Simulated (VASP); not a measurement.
## NaH (relaxed from the zinc blende structure, space group F-43m): computed properties

Computed with PBEsol GGA, VASP's PBE PAW potentials (set 64) (plane waves; VASP).

| Property | Value |
|---|---|
| space group | F-43m (216) |
| cell | a = b = c = 5.1320 Å, α = β = γ = 90.00° |
| volume per atom | 16.90 Å³/atom |
| band gap (over mesh and band path) | 3.42 eV |
| smallest direct gap (over mesh and band path) | 4.18 eV |
| band-edge character | indirect, W to L |
| density | 1.18 g/cm³ |

```
CELL_PARAMETERS angstrom
      0.00000     2.56600     2.56600
      2.56600     0.00000     2.56600
      2.56600     2.56600     0.00000
ATOMIC_POSITIONS crystal
  Na 0.00000 0.00000 0.00000
  H  0.25000 0.25000 0.25000
```

The structure was generated: NaH was put into the zinc blende type (F-43m), which need not be its known phase. It was relaxed first, which changed the volume by +44 %. Symmetry was kept, so distortions that lower it aren't found.
